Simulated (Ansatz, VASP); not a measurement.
## Cross-check of Ti (Titanium) between VASP and Ansatz

Aim: how closely do two programs agree when they are given the same cell, functional and k mesh? The cell is taken from a series of runs on this material, whose earlier steps may have relaxed, scaled, displaced or heated it; both programs get it as it stands.

Calculated with Ansatz 0.2.0; plane waves, with VASP 6.6.1 beside it; zone-centre phonons at LDA.

## Step 1: Starting point

It takes space group P6_3/mmc (No. 194, hexagonal). Conventional cell: a = 2.806 Å, b = 2.806 Å, c = 4.619 Å, α = 90.00°, β = 90.00°, γ = 120.00°. Nearest to Ti lie 12 Ti at 2.81 to 2.82 Å.

Coordinates:

```xyz
2
Lattice="2.8063 0.0000 0.0000 -1.4032 2.4303 0.0000 0.0000 0.0000 4.6187" Properties=species:S:1:pos:R:3 pbc="T T T"
Ti    0.0000    1.6202    1.1547
Ti    1.4032    0.8101    3.4640
```

## Step 2: VASP: zone-centre phonons, LDA

Second derivatives magnify differences that forces hide, and they need a tight electronic threshold.

Lines of VASP's logs that name or quote its potential files are left out, and so is its time.

File INCAR:

```
SYSTEM = Ti
PREC = Accurate
ENCUT = 500
EDIFF = 1E-08
NELM = 120
ISMEAR = 1
SIGMA = 0.2
LREAL = .FALSE.
ALGO = Normal
GGA = CA
NBANDS = 18
LASPH = .TRUE.
LORBIT = 11
LWAVE = .FALSE.
LCHARG = .FALSE.
ISIF = 2
IBRION = 8
GGA_COMPAT = .FALSE.
KPAR = 2
```

File POSCAR:

```
Ti
1.0
    2.8063094270      0.0000000000      0.0000000000
   -1.4031547135      2.4303352546      0.0000000000
    0.0000000000      0.0000000000      4.6187068775
Ti
2
Direct
    0.3333333333      0.6666666667      0.2500000000
    0.6666666667      0.3333333333      0.7500000000
```

File KPOINTS:

```
Automatic mesh
0
Gamma
18 18 12
0 0 0
```

PAW data sets: Ti_sv (LDA family, release 64).

Started as:

```
mpirun -np 2 vasp_std
```

Numbers of over 12 decimals in the logs are rounded to 6 here.

Output:

```text
[banner, memory and clock lines left out]
running    2 mpi-ranks, on    1 nodes
 distrk:  each k-point on    1 cores,    2 groups
 distr:  one band on    1 cores,    1 groups

 POSCAR found type information on POSCAR Ti
 POSCAR found :  1 types and       2 ions
 LDA part: xc-table for (Slater(with rela. corr.)+CA(PZ))
 , standard interpolation
 POSCAR, INCAR and KPOINTS ok, starting setup
 FFT: planning ... GRIDC
 FFT: planning ... GRID_SOFT
 FFT: planning ... GRID
 WAVECAR not read
 entering main loop
       N       E                     dE             d eps       ncg     rms          rms(c)
DAV:   1     0.252038219010E+03    0.25204E+03   -0.12971E+04  9332   0.164E+03
DAV:   2     0.101545506623E+02   -0.24188E+03   -0.23880E+03  9548   0.450E+02
DAV:   3    -0.177910272404E+02   -0.27946E+02   -0.27578E+02 17418   0.125E+02
DAV:   4    -0.188602099270E+02   -0.10692E+01   -0.10682E+01 10548   0.258E+01
DAV:   5    -0.189092551957E+02   -0.49045E-01   -0.49032E-01 14316   0.400E+00    0.128E+01
DAV:   6    -0.170821952212E+02    0.18271E+01   -0.64311E+00 11188   0.269E+01    0.349E+00
DAV:   7    -0.170610022190E+02    0.21193E-01   -0.75709E-01 14088   0.650E+00    0.206E+00
DAV:   8    -0.170908574121E+02   -0.29855E-01   -0.23560E-01 10570   0.605E+00    0.765E-01
DAV:   9    -0.170817634894E+02    0.90939E-02   -0.48890E-02 10708   0.255E+00    0.898E-02
DAV:  10    -0.170822892459E+02   -0.52576E-03   -0.34609E-03 13580   0.385E-01    0.913E-02
DAV:  11    -0.170822926158E+02   -0.33698E-05   -0.17837E-04 11964   0.123E-01    0.433E-02
DAV:  12    -0.170822812967E+02    0.11319E-04   -0.46787E-05 10836   0.671E-02    0.422E-03
DAV:  13    -0.170822807009E+02    0.59584E-06   -0.28125E-06 13756   0.122E-02    0.360E-03
DAV:  14    -0.170822810099E+02   -0.30907E-06   -0.70176E-07  9942   0.795E-03    0.106E-03
DAV:  15    -0.170822809919E+02    0.18022E-07   -0.63524E-08 10962   0.162E-03    0.815E-05
DAV:  16    -0.170822809911E+02    0.84037E-09   -0.18586E-09  5354   0.385E-04
   1 F= -.17082281E+02 E0= -.17083387E+02  d E =0.331953E-02
 Linear response reoptimize wavefunctions to high precision
DAV:   1    -0.170822809927E+02   -0.16521E-08   -0.55362E-10  5888   0.188E-04
DAV:   2    -0.170822809927E+02    0.90949E-12   -0.13605E-10  5180   0.905E-05
 Linear response DOF=           2
 Linear response progress:
  Degree of freedom:   1/  2
       N       E                     dE             d eps       ncg     rms          rms(c)
RMM:   1    -0.528544342053E+00   -0.52854E+00    0.30341E+01 41485   0.137E+02
RMM:   2    -0.507282284708E+00    0.21262E-01   -0.32077E-01 74636   0.464E+00    0.290E-01
RMM:   3    -0.504595218718E+00    0.26871E-02   -0.20234E-02 83189   0.123E+00    0.129E-01
RMM:   4    -0.505195110863E+00   -0.59989E-03   -0.74693E-03 98484   0.520E-01    0.186E-02
RMM:   5    -0.505842328758E+00   -0.64722E-03   -0.15412E-03103907   0.201E-01    0.112E-02
RMM:   6    -0.506072819218E+00   -0.23049E-03   -0.58929E-04102228   0.973E-02    0.130E-02
RMM:   7    -0.506684747252E+00   -0.61193E-03   -0.11371E-04 93039   0.501E-02    0.274E-03
RMM:   8    -0.506915531794E+00   -0.23078E-03   -0.54631E-05103178   0.265E-02    0.884E-04
RMM:   9    -0.506908764893E+00    0.67669E-05    0.31512E-06105371   0.133E-02    0.603E-04
RMM:  10    -0.506932058764E+00   -0.23294E-04   -0.15347E-07103268   0.721E-03    0.159E-04
RMM:  11    -0.506940856470E+00   -0.87977E-05   -0.19308E-06104896   0.420E-03    0.113E-04
RMM:  12    -0.506939637713E+00    0.12188E-05   -0.65659E-07106034   0.239E-03    0.670E-05
RMM:  13    -0.506939762841E+00   -0.12513E-06   -0.10031E-06106502   0.151E-03    0.510E-05
RMM:  14    -0.506941312289E+00   -0.15494E-05   -0.97080E-07 99164   0.103E-03    0.549E-05
[...]
RMM:  19    -0.506939293683E+00    0.95705E-07   -0.93931E-07 91919   0.305E-04    0.310E-05
RMM:  20    -0.506939827168E+00   -0.53348E-06   -0.40347E-08 86287   0.292E-04    0.282E-06
RMM:  21    -0.506939790385E+00    0.36783E-07   -0.48531E-07102907   0.232E-04    0.252E-06
RMM:  22    -0.506939799664E+00   -0.92788E-08    0.10820E-07104033   0.204E-04    0.275E-06
RMM:  23    -0.506939808997E+00   -0.93331E-08   -0.20816E-07101105   0.186E-04    0.383E-06
RMM:  24    -0.506939786898E+00    0.22099E-07    0.12428E-07 96347   0.171E-04    0.399E-06
RMM:  25    -0.506939780395E+00    0.65028E-08   -0.11212E-07 94340   0.161E-04    0.439E-06
RMM:  26    -0.506939762337E+00    0.18058E-07    0.62969E-08 94593   0.153E-04    0.390E-06
 first order change of Fermi-energy   0.60676E-04
 force on displaced ion       1 direction 1 :  -0.959  -0.000   0.000
 Linear response progress:
  Degree of freedom:   2/  2
       N       E                     dE             d eps       ncg     rms          rms(c)
RMM:   1    -0.671913124041E+00   -0.67191E+00    0.31277E+01 14258   0.138E+02
RMM:   2    -0.637463342851E+00    0.34450E-01   -0.33077E-01 26086   0.471E+00    0.304E-01
RMM:   3    -0.635188683699E+00    0.22747E-02   -0.25251E-02 28461   0.132E+00    0.134E-01
RMM:   4    -0.636725674349E+00   -0.15370E-02   -0.10472E-02 32628   0.586E-01    0.559E-02
RMM:   5    -0.637180221164E+00   -0.45455E-03   -0.18079E-03 30704   0.236E-01    0.204E-02
RMM:   6    -0.637849442999E+00   -0.66922E-03   -0.73341E-04 34927   0.121E-01    0.106E-02
RMM:   7    -0.638233532264E+00   -0.38409E-03   -0.11202E-04 34293   0.528E-02    0.648E-03
RMM:   8    -0.638783966697E+00   -0.55043E-03   -0.32905E-05 31105   0.314E-02    0.238E-03
RMM:   9    -0.638768123937E+00    0.15843E-04   -0.10939E-05 35123   0.160E-02    0.909E-04
RMM:  10    -0.638739930061E+00    0.28194E-04   -0.10322E-05 33996   0.859E-03    0.336E-04
RMM:  11    -0.638746167507E+00   -0.62374E-05   -0.39015E-06 36487   0.498E-03    0.231E-04
RMM:  12    -0.638752275218E+00   -0.61077E-05   -0.34845E-06 34092   0.305E-03    0.858E-05
RMM:  13    -0.638756829777E+00   -0.45546E-05   -0.46340E-06 35225   0.208E-03    0.104E-04
RMM:  14    -0.638754492793E+00    0.23370E-05   -0.40934E-06 35069   0.141E-03    0.202E-05
[...]
RMM:  22    -0.638755181529E+00   -0.54525E-07   -0.18747E-06 34201   0.364E-04    0.195E-05
RMM:  23    -0.638755260397E+00   -0.78868E-07   -0.16338E-06 30416   0.344E-04    0.154E-05
RMM:  24    -0.638755271886E+00   -0.11489E-07   -0.17478E-06 33385   0.318E-04    0.143E-05
RMM:  25    -0.638755282841E+00   -0.10955E-07   -0.14363E-06 32448   0.307E-04    0.936E-06
RMM:  26    -0.638755271527E+00    0.11315E-07   -0.15807E-06 31829   0.286E-04    0.741E-06
RMM:  27    -0.638755276349E+00   -0.48222E-08   -0.13212E-06 34882   0.265E-04    0.822E-06
RMM:  28    -0.638755281399E+00   -0.50505E-08   -0.12910E-06 30948   0.253E-04    0.748E-06
RMM:  29    -0.638755283658E+00   -0.22592E-08   -0.11918E-06 33993   0.240E-04    0.811E-06
 first order change of Fermi-energy  -0.24490E-03
 force on displaced ion       1 direction 3 :  -0.000   0.000  -4.070
 Linear response finished
```

Parts of OUTCAR (step 2):

```text
ion  position               nearest neighbor table
   1  0.333  0.667  0.250-   2 2.82   2 2.82   2 2.82   2 2.82   2 2.82   2 2.82
   2  0.667  0.333  0.750-   1 2.82   1 2.82   1 2.82   1 2.82   1 2.82   1 2.82

  LATTYP: Found a hexagonal cell.
 ALAT       =     2.8063094270
 C/A-ratio  =     1.6458295130

 Subroutine GETGRP returns: Found 24 space group operations
 (whereof 12 operations were pure point group operations)

The static configuration has the point symmetry D_3d.
 The point group associated with its full space group is D_6h.

 Found    259 irreducible k-points:

   k-points           NKPTS =    259   k-points in BZ     NKDIM =    259   number of bands    NBANDS=     18

   dimension x,y,z NGX =    20 NGY =   20 NGZ =   36
   dimension x,y,z NGXF=    40 NGYF=   40 NGZF=   72

   ENCUT  =  500.0 eV  36.75 Ry    6.06 a.u.   5.12  5.12  8.42*2*pi/ulx,y,z

   NELECT =      24.0000    total number of electrons

 k-points in reciprocal lattice and weights: Automatic mesh
   0.00000000  0.00000000  0.00000000       0.000
   0.05555556 -0.00000000  0.00000000       0.002
   0.11111111 -0.00000000  0.00000000       0.002
   0.16666667  0.00000000  0.00000000       0.002
   0.22222222 -0.00000000  0.00000000       0.002
   0.27777778 -0.00000000  0.00000000       0.002
   0.33333333 -0.00000000  0.00000000       0.002
   0.38888889 -0.00000000  0.00000000       0.002
   0.44444444 -0.00000000  0.00000000       0.002
[...]
0.33333333  0.27777778  0.50000000       0.003
   0.33333333  0.33333333  0.50000000       0.001

 average (electrostatic) potential at core
       1 -71.2655       2 -71.2655

  Total        0.7594795      0.7594795     -0.0490074      0.0000000     -0.0000000      0.0000000
  in kB       38.6282008     38.6282008     -2.4925834      0.0000000     -0.0000000      0.0000000
  external PRESSURE =      24.9212727 kB  Pullay stress =       0.0000000 kB

  energy-cutoff  :      500.00
  volume of cell :       31.50
      direct lattice vectors                 reciprocal lattice vectors
     2.806309427  0.000000000  0.000000000     0.356339893  0.205732933  0.000000000
    -1.403154713  2.430335255  0.000000000     0.000000000  0.411465866  0.000000000
     0.000000000  0.000000000  4.618706878     0.000000000  0.000000000  0.216510817

 POSITION                                       TOTAL-FORCE (eV/Angst)
 -----------------------------------------------------------------------------------
     -0.00000      1.62022      1.15468        -0.000000      0.000000      0.000000
      1.40315      0.81011      3.46403         0.000000      0.000000      0.000000
 -----------------------------------------------------------------------------------
    total drift:                               -0.000000      0.000000     -0.000000

 Eigenvectors and eigenvalues of the dynamical matrix
 ----------------------------------------------------

   1 f  =    6.445776 THz    40.500003 2PiTHz  215.007932 cm-1    26.657574 meV
             X         Y         Z           dx          dy          dz
     -0.000000  1.620224  1.154677     0.000000    0.000000   -0.707107
      1.403155  0.810112  3.464030    -0.000000    0.000000    0.707107

   2 f  =    3.129267 THz    19.661766 2PiTHz  104.381118 cm-1    12.941603 meV
             X         Y         Z           dx          dy          dz
     -0.000000  1.620224  1.154677     0.707107    0.000000    0.000000
      1.403155  0.810112  3.464030    -0.707107    0.000000    0.000000

   3 f  =    3.129267 THz    19.661766 2PiTHz  104.381118 cm-1    12.941603 meV
             X         Y         Z           dx          dy          dz
     -0.000000  1.620224  1.154677    -0.000000   -0.707107    0.000000
      1.403155  0.810112  3.464030     0.000000    0.707107    0.000000

   4 f  =    0.000000 THz     0.000000 2PiTHz    0.000001 cm-1     0.000000 meV
             X         Y         Z           dx          dy          dz
     -0.000000  1.620224  1.154677     0.707107    0.000000    0.000000
      1.403155  0.810112  3.464030     0.707107    0.000000    0.000000

   5 f  =    0.000000 THz     0.000000 2PiTHz    0.000000 cm-1     0.000000 meV
             X         Y         Z           dx          dy          dz
     -0.000000  1.620224  1.154677    -0.000000    0.000000    0.707107
      1.403155  0.810112  3.464030     0.000000    0.000000    0.707107

   6 f/i=    0.000000 THz     0.000000 2PiTHz    0.000001 cm-1     0.000000 meV
             X         Y         Z           dx          dy          dz
     -0.000000  1.620224  1.154677     0.000000   -0.707107    0.000000
      1.403155  0.810112  3.464030    -0.000000   -0.707107    0.000000

 ELASTIC MODULI CONTR FROM IONIC RELAXATION (kBar)
 Direction    XX          YY          ZZ          XY          YZ          ZX
 --------------------------------------------------------------------------------
 XX        -135.5186    135.5186      0.0000      0.0000     -0.0000      0.0000
 YY         135.5186   -135.5186     -0.0000     -0.0000      0.0000      0.0000
 ZZ           0.0000     -0.0000     -0.0000     -0.0000      0.0000      0.0000
 XY           0.0000     -0.0000     -0.0000   -135.5186      0.0000      0.0000
 YZ          -0.0000      0.0000      0.0000      0.0000     -0.0000      0.0000
 ZX           0.0000      0.0000      0.0000      0.0000      0.0000      0.0000
 --------------------------------------------------------------------------------
```

(Part 1 of 2 ends here.)

[Lines on the potential files, build, host, timing and source positions are cut from VASP's logs without a mark.]

[Logs are printed without paths, hosts, clocks, repeated set-up lines and the standing remarks that a program may print on its own settings, such as how far it seeks lower states.]

[Hosts, paths, dates, database ids (printed as entryN), source tags and the programs' standing remarks are cut or masked in the printed files.]
